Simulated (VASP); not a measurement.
```yaml
crystal:
  lattice:
    - [0.00000, 1.98923, 1.98923]
    - [1.98923, 0.00000, 1.98923]
    - [1.98923, 1.98923, 0.00000]
  atoms:
    - { symbol: Pt, position: [0.00000, 0.00000, 0.00000] }
```

Level of theory: optB88-vdW, VASP's PBE PAW potentials (set 64) (plane waves; VASP). Settings: 520 eV cut-off, 14×14×14 Γ-centred mesh, first-order Methfessel-Paxton smearing of 0.10 eV, potentials Pt.

Unless said otherwise, spin-orbit coupling is left out, though it shifts the bands of the heavy elements here.

Q: What does the run give for the energy per atom (σ→0), band gap (on the k-mesh) with the smallest direct gap where there is one?

A: 
- band gap (on the k-mesh): none (metal, semimetal or under 0.01 eV)
- energy per atom (σ→0): -3.515 eV/atom

The compound is Pt in the fcc structure. It was relaxed first. The start is the result of an earlier pass.
